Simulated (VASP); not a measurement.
These are PBE GGA, VASP's PBE PAW potentials (set 64) (plane waves; VASP) values and carry that method's errors.

VASP ran on this input.

File KPOINTS:
```
Automatic
0
gamma
  11 11 11
0 0 0
```

INCAR:
```
! general
SYSTEM  = CoAl
PREC    = Accurate
ENCUT   = 400
LREAL   = .False.   ! projection in real space or not
LASPH   = .True.   ! aspherical one-centre terms

! electronic loop
EDIFF   = 1E-6
NELM    = 100
ALGO    = Normal
LMAXMIX = 4

! smearing
ISMEAR  = 1   ! Methfessel-Paxton
SIGMA   = 0.02   ! width (eV)

! functional
GGA     = PE

! ions
ISIF    = 2   ! forces and stress, cell fixed

! output
LWAVE   = .False.
LCHARG  = .False.
```

POSCAR:
```
CoAl
1
    2.8600000000     0.0000000000     0.0000000000
    0.0000000000     2.8600000000     0.0000000000
    0.0000000000     0.0000000000     2.8600000000
Al Co
1 1
Direct
  0.5000000000   0.5000000000   0.5000000000
  0.0000000000   0.0000000000   0.0000000000
```

POTCAR, in this order: Al Co (PBE.64 set). Program: vasp_std.

What VASP printed:

OSZICAR:
```
       N       E                     dE             d eps       ncg     rms          rms(c)
DAV:   1     0.298194669996E+02    0.29819E+02   -0.45832E+03  1152   0.102E+03
DAV:   2    -0.125837479226E+02   -0.42403E+02   -0.39830E+02  1132   0.173E+02
DAV:   3    -0.136375346933E+02   -0.10538E+01   -0.10465E+01  1312   0.358E+01
DAV:   4    -0.136550194014E+02   -0.17485E-01   -0.17479E-01  1386   0.421E+00
DAV:   5    -0.136555144877E+02   -0.49509E-03   -0.49508E-03  1302   0.687E-01    0.125E+01
DAV:   6    -0.165806763474E+02   -0.29252E+01   -0.74538E+01  1272   0.127E+02    0.180E+01
DAV:   7    -0.120030520850E+02    0.45776E+01   -0.33491E+01  1236   0.814E+01    0.186E+00
DAV:   8    -0.119977188707E+02    0.53332E-02   -0.22957E-01  1154   0.405E+00    0.118E+00
DAV:   9    -0.119850768566E+02    0.12642E-01   -0.39096E-02  1350   0.281E+00    0.301E-01
DAV:  10    -0.119845927701E+02    0.48409E-03   -0.14977E-03  1460   0.518E-01    0.129E-01
DAV:  11    -0.119845819121E+02    0.10858E-04   -0.58748E-05  1596   0.935E-02    0.319E-02
DAV:  12    -0.119845738837E+02    0.80283E-05   -0.44354E-05  1320   0.951E-02    0.500E-03
DAV:  13    -0.119845738577E+02    0.26064E-07   -0.43485E-07   602   0.625E-03
   1 F= -.11984574E+02 E0= -.11984599E+02  d E =0.749645E-04
```

**OUTCAR**
```
------------------------ aborting loop because EDIFF is reached ----------------------------------------
  FORCE on cell =-STRESS in cart. coord.  units (eV):
  Direction    XX          YY          ZZ          XY          YZ          ZX
  --------------------------------------------------------------------------------------
  Total       -0.2703704     -0.2703704     -0.2703704      0.0000000      0.0000000      0.0000000
  in kB      -18.5170449    -18.5170449    -18.5170449      0.0000000      0.0000000      0.0000000
  external PRESSURE =     -18.5170449 kB  Pullay stress =       0.0000000 kB
  volume of cell :       23.39
      direct lattice vectors                 reciprocal lattice vectors
     2.860000000  0.000000000  0.000000000     0.349650350  0.000000000  0.000000000
     0.000000000  2.860000000  0.000000000     0.000000000  0.349650350  0.000000000
     0.000000000  0.000000000  2.860000000     0.000000000  0.000000000  0.349650350
 POSITION                                       TOTAL-FORCE (eV/Angst)
 -----------------------------------------------------------------------------------
      1.43000      1.43000      1.43000         0.000000      0.000000      0.000000
      0.00000      0.00000      0.00000         0.000000      0.000000      0.000000
 -----------------------------------------------------------------------------------
    total drift:                               -0.000000      0.000000     -0.000000
  FREE ENERGIE OF THE ION-ELECTRON SYSTEM (eV)
  ---------------------------------------------------
  free  energy   TOTEN  =       -11.9845738577 eV

  energy  without entropy=      -11.9846488222  energy(sigma->0) =      -11.98459885
```
(Selected blocks of OUTCAR.)

The compound is CoAl in the CsCl type structure. The cell was not relaxed at this level. The run is one of a series of settings (SIGMA = 0.02 against the base run), some of them coarse on purpose. The run is not spin-polarised, so no magnetic state was tried.
